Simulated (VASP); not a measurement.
Given:

```
SnTe
1.0
    0.00000     3.54369     3.54369
    3.54369     0.00000     3.54369
    3.54369     3.54369     0.00000
Sn Te
1 1
Direct
  0.00000   0.00000   0.00000
  0.25000   0.25000   0.25000
```

Level of theory: PBEsol GGA, VASP's PBE PAW potentials (set 64) (plane waves; VASP). Run with 500 eV cut-off, 7×7×7 Γ-centred mesh, Gaussian smearing of 0.050 eV, potentials Sn_d Te.

Question: Predict the energy per atom (σ→0).

Answer: 
| Property | Result |
|---|---|
| energy per atom (σ→0) | -367.8 kJ/mol of atoms |

The structure was generated: SnTe was put into the zinc blende type (F-43m), which need not be its known phase. It was relaxed first, which changed the volume by +36 %.
